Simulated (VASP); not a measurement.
Given:

```yaml
crystal:
  lattice:
    - [1.48070, -2.56465, 0.00000]
    - [1.48070, 2.56465, 0.00000]
    - [0.00000, 0.00000, 4.67222]
  atoms:
    - { symbol: Ti, position: [0.33333, 0.66667, 0.25000] }
    - { symbol: Ti, position: [0.66667, 0.33333, 0.75000] }
```

Computed with r2SCAN+rVV10, VASP's PBE PAW potentials (set 64) (plane waves; VASP 6.6.1). Run with 520 eV cut-off, 14×14×8 Γ-centred mesh, first-order Methfessel-Paxton smearing of 0.10 eV, potentials Ti_sv.

### Question
Estimate the energy per atom (σ→0), pressure, band gap (on the k-mesh) with the smallest direct gap where there is one.

### Answer

The band gap (on the k-mesh) comes out as none (metal, semimetal or under 0.01 eV). The energy per atom (σ→0) is -12670 meV/atom and the pressure is -3.43 GPa.

Only differences to runs with the same potentials and settings are physical.

The compound is Ti in the hcp structure. This cell is one point of a volume scan, at 1.03 of the reference volume.
